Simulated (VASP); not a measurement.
Consider the following.

```
Be
1.0
    1.13290    -1.96225     0.00000
    1.13290     1.96225     0.00000
    0.00000     0.00000     3.56126
Be
2
Direct
  0.33333   0.66667   0.25000
  0.66667   0.33333   0.75000
```

Computed with r2SCAN meta-GGA, VASP's PBE PAW potentials (set 64) (plane waves; VASP). Run with 480 eV cut-off, 18×18×10 Γ-centred mesh, first-order Methfessel-Paxton smearing of 0.10 eV, potentials Be.

Task: Give the stress tensor in GPa (positive for a compressed cell).

Result: 
```
-0.98   0.00   0.00
 0.00  -0.98   0.00
 0.00   0.00   1.99
```
The pressure is its mean diagonal, 0.01 GPa.

The compound is Be in the hcp structure. It was relaxed first.
